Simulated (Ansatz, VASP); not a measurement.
# Sc: VASP beside Ansatz, part 2 of 2

One calculation is typed for both programs; each brings its own data sets. How far apart do they land? The cell is taken from a series of runs on this material, whose earlier steps may have relaxed, scaled, displaced or heated it; both programs get it as it stands.

VASP 6.6.1 and Ansatz 0.2.0.

So far: Set-up; VASP: zone-centre phonons, PBEsol.

## (3) Ansatz: zone-centre phonons, PBEsol

Level of this step: Ansatz beside VASP: Kohn-Sham DFT, plane waves, PBEsol (Ansatz).

Ansatz runs on its PAW soft_1 files.

The same cell, functional, mesh and smearing now go to Ansatz, which takes its cutoff from its data sets.

File input.yaml:

```yaml
crystal:
  lattice:
    - [3.3396892763, 0.0, 0.0]
    - [-1.6698446382, 2.892255754, 0.0]
    - [0.0, 0.0, 5.1870518719]
  atoms:
    - { symbol: Sc, position: [0.3333333333, 0.6666666667, 0.25] }
    - { symbol: Sc, position: [0.6666666667, 0.3333333333, 0.75] }
kpoints:
  mp_grid: { grid: [15, 15, 8] }
hamiltonian:
  xc: pbesol
  pseudopotentials: { kind: paw, azcp: { folder: soft_1 }, xc_functional: pbe }
scf:
  occupations: { method: methfessel_paxton, width: 0.2 }
output:
  eigenvalues: true
phonons:
  method: dfpt
```

Run with:

```
$ ansatz run input.yaml --threads 4 --pin off --max-ram 10240MiB --backend cpu --events-out ev --progress --plain --runs-dir out
```

Numbers of over 12 decimals in the logs are rounded to 6 here.

Output:

```text
zone centre: on kpoints.mp_grid the ground state, and the responses unless they are solved on pairs of k-points, stand on 320 of the mesh's 1800 k-points, reduced under 4 symmetry operations, with k and −k counted as one. Each operation leaves every solved displacement unchanged or reverses it
Engine: ansatz 0.2.0, x86_64-unknown-linux-gnu
Pseudopotentials: kind: paw
Pseudopotential: Sc, paw, valence charge 11, recommended cutoff 420 eV (normal), soft_1/Sc.paw.azcp
Functional definition: PBEsol
  exchange = pbesol_x
  correlation = pbesol_c
Crystal: 2 atoms, lattice volume = 50.103 Å³
Basis set: ecut = 420 eV, 977 PW (Γ), exchange–correlation on 48×48×72 points (8 copies of the dense FFT grid, shifted against one another)
Bands: 15, of which v1, the nominal top of the filled ones, is band 11 counted from 1 (10 counted from 0)
Symmetry: 24 space group operations
k-points: 320 of 1800 (irreducible under 4 space group operations, time reversal used)
Non-local potential: Sc, projectors of the file, l = 0: 3, l = 1: 2, l = 2: 3, l = 3: 1
PAW form: soft (Blöchl's): semilocal exchange-correlation on the pseudo side does not see the compensation charge
PAW frozen core: Sc, regenerated for the run's functional, and the local potential with it (the file was generated under x = pbe(κ = 0.804, μ = 0.219515), c = pbe(β = 0.066725))
PAW one-centre angular grid: Sc, 590 points (default); XC on 64 Gauss nodes
Initial density: superposition of atomic densities (chi_scale 0.1, normalization cell)
Initial wavefunctions: pseudopotential atomic-orbital guess
Functional: x = pbesol(κ = 0.804, μ = 0.123457), c = pbesol(β = 0.046)
SCF iter   1: F=—  HF=-4222.869013 eV  |F-HF|=—  |Δ(HF+E_count)|=         —  Δρ=2.58e-2  dr2=4.41e-1  ethr=3.10e-3  ⟨swp⟩=3.1  Hψ=17410  notcnv=0
preconditioner: auto → none  [metal: Δε(μ)=0.007 eV  Ē_g=2.662 eV  σ=0.200 eV  W_gap=0.03  n_scr=8 (ndim 8)  ℏωp=12.8 eV  f_vac=0.000  D(μ)=4.26/eV (n_scr^D=42)  sad-step TF]
SCF iter   2: F=—  HF=-4222.765801 eV  |F-HF|=—  |Δ(HF+E_count)|=   1.03e-1  S|Δr|=    0.00e0  Δρ=1.47e-2  dr2=1.57e-1  ethr=2.00e-3  ⟨swp⟩=2.0  Hψ=8385  notcnv=0  defer=1
SCF iter   3: F=—  HF=-4222.714892 eV  |F-HF|=—  |Δ(HF+E_count)|=   5.09e-2  S|Δr|=    0.00e0  Δρ=1.08e-3  dr2=3.35e-4  ethr=7.12e-4  ⟨swp⟩=3.0  Hψ=9028  notcnv=0  defer=1
SCF iter   4: F=—  HF=-4222.715213 eV  |F-HF|=—  |Δ(HF+E_count)|=   3.21e-4  S|Δr|=    0.00e0  Δρ=7.43e-5  dr2=1.38e-6  ethr=1.52e-6  ⟨swp⟩=2.3  Hψ=8388  notcnv=0  defer=1
SCF iter   5: F=—  HF=-4222.715221 eV  |F-HF|=—  |Δ(HF+E_count)|=   8.05e-6  S|Δr|=    0.00e0  Δρ=2.17e-5  dr2=2.30e-7  ethr=6.25e-9  ⟨swp⟩=2.2  Hψ=8552  notcnv=0  defer=1
SCF iter   6: F=—  HF=-4222.715221 eV  |F-HF|=—  |Δ(HF+E_count)|=   8.19e-8  S|Δr|=    0.00e0  Δρ=1.04e-6  dr2=4.51e-10  ethr=1.05e-9  ⟨swp⟩=2.2  Hψ=8207  notcnv=0  defer=1
SCF iter   7: F=—  HF=-4222.715221 eV  |F-HF|=—  |Δ(HF+E_count)|=  7.46e-11  S|Δr|=    0.00e0  Δρ=1.67e-7  dr2=1.57e-11  ethr=1.00e-12  ⟨swp⟩=4.9  Hψ=17914  notcnv=0
SCF iter   8: F=-4222.715221 eV  HF=-4222.715221 eV  |F-HF|=9.09e-13  |Δ(HF+E_count)|=  2.73e-12  S|Δr|=    0.00e0  Δρ=8.84e-9  dr2=3.53e-14  ethr=1.00e-12  ⟨swp⟩=4.0  Hψ=17115  notcnv=0
SCF 1 converged in 8 iterations: F = -4222.715221 eV  dr2 = 3.53e-14
  greatest PAW one-centre occupation: 0.998 electrons in one spin orbital (limit 2), on the Sc atom at site 1 (counted from 0), in its partial waves of l = 0
DFPT response loops at Γ: preconditioner auto → Kerker (q_TF=auto, 2.379 Å⁻¹) (partly filled bands, converged f_vac=0.000); β = 1.00, the filter's whole step (`scf.mixing.beta` (0.50) is not read by the response loops under this deck's `scf.mixing.preconditioner`; to damp them name `kerker` or `kerker_dos`, under which they read `scf.mixing.beta`, and type it under 1.00, their step now; both keys bind the ground state too); Broyden in place of MSR1
SCF converged after 8 iterations
Stability not checked: this state was not tested for a lower state beside it, because cold or Methfessel-Paxton smearing, or corrected tetrahedra, fill the levels in a way that the test cannot read (fill_not_monotonic; see scf.lower_state_search)
Free energy (F): -4222.715221 eV
Harris-Foulkes:  -4222.715221 eV  (|F-HF|=9.09e-13)
Internal energy: -4222.709691 eV  (E = F + TS)
E sigma→0 (E₀):  -4222.713838 eV
Entropy (-TS):   -0.005530 eV (-2.765 meV/atom)
Fermi energy:    8.832785 eV
--- Per-component energies (eV) ---
  E_band       = -345.143689
  E_kinetic    = 411.190618
  E_local      = -1710.423432  (includes V_loc(G=0)·N_el)
  E_nonlocal   = 288.617594
  E_hartree    = 609.369555
  E_xc         = -168.247196
  E_vxc        = -207.592588  (∫ρ·V_xc dr)
  E_paw        = -1934.269442  (= ΣΔE_a)
  E_vpaw       = -345.675061  (= ΣTr[D̂ρ^β])
  E_aug_tail   = 0.000078  (compensation charges beyond the density's cutoff)
  E_ewald      = -1719.205517
  E_core_change = 0.258050  (= ΣΔE_core)
  E_smearing   = -0.005530  (= −TS)
  E_closure    = -0.000000  (closes the sum)
  Σ components = -4222.715221   (vs F -4222.715221, Δ=0.00e0)
--- Band table (eV; the first three rows and the last of 320) ---
  k-point 0: bands = [... 7 lower, -18.8961, 3.7387, 7.2218, 9.4388, 10.4008, 10.4008, 10.6739, 10.8447]
  k-point 1: bands = [... 7 lower, -18.9127, 3.8436, 7.0697, 9.3985, 10.3441, 10.3441, 10.6037, 10.7786]
  k-point 2: bands = [... 7 lower, -18.9371, 4.1513, 6.6195, 9.3964, 10.2655, 10.2655, 10.4065, 10.6210]
  k-point 319: bands = [... 7 lower, -18.9761, 7.4539, 7.4539, 8.9805, 8.9805, 9.5897, 9.5897, 11.0346]
--- Phonons (Γ-DFPT): 2 representative perturbations + reference, on 320 of 1800 k-points (Σ response iterations 6) ---
  k mesh reduced under 4 symmetry operations, with k and −k counted as one. Each operation leaves every solved displacement unchanged or reverses it
  ASR residual: 1.501e-5 → 0.000e0 eV/Å²; symmetrization residual: 2.048e-10 eV/Å²
  ASR residual per site (eV/Å²): 1.50e-5 1.50e-5
  Γ frequencies (cm⁻¹): 0.00 0.00 0.00 131.35 131.35 214.49
  non-analytic LO–TO correction: not included (Born effective charges unavailable; polar crystals: no LO–TO splitting at Γ)
```

## (4) Comparison

Known differences besides the potentials themselves: the cutoff is 420 eV in Ansatz and 500 eV in VASP; Ansatz makes its cores anew for this functional, VASP keeps those of its PBE data sets. Total energies have different zeros and are not compared.

Both answers:

| quantity | Ansatz | VASP | difference |
| --- | --- | --- | --- |
| optical mode 1 to 2 (cm⁻¹) | 131.3 | 132.2 | -0.65 % |
| optical mode 3 (cm⁻¹) | 214.5 | 214.8 | -0.16 % |

Modes are paired by rising frequency, not by their patterns, so a pair may set unlike modes beside each other; they are those without the splitting of longitudinal modes.

## (5) Summary of results

```json
{
 "r.m.s. difference of the optical zone-centre modes, each program's sorted by frequency (zone-centre phonons, PBEsol)": "0.73 cm⁻¹",
 "difference in optical mode 1 to 2 (zone-centre phonons, PBEsol)": "-0.6 %"
}
```

What this shows: The r.m.s. difference of the optical zone-centre modes, each program's sorted by frequency is 0.73 cm⁻¹ (zone-centre phonons, PBEsol). Among the rows given in per cent, the largest difference of the zone-centre phonons, PBEsol pair is in optical mode 1 to 2, -0.6 %. How closely two codes agree says nothing of how well the functional describes the real material.

[Lines on the potential files, build, host, timing and source positions are cut from VASP's logs without a mark.]

[Logs are printed without paths, hosts, clocks, repeated set-up lines and the standing remarks that a program may print on its own settings, such as how far it seeks lower states.]

[Hosts, paths, dates, database ids (printed as entryN), source tags and the programs' standing remarks are cut or masked in the printed files.]
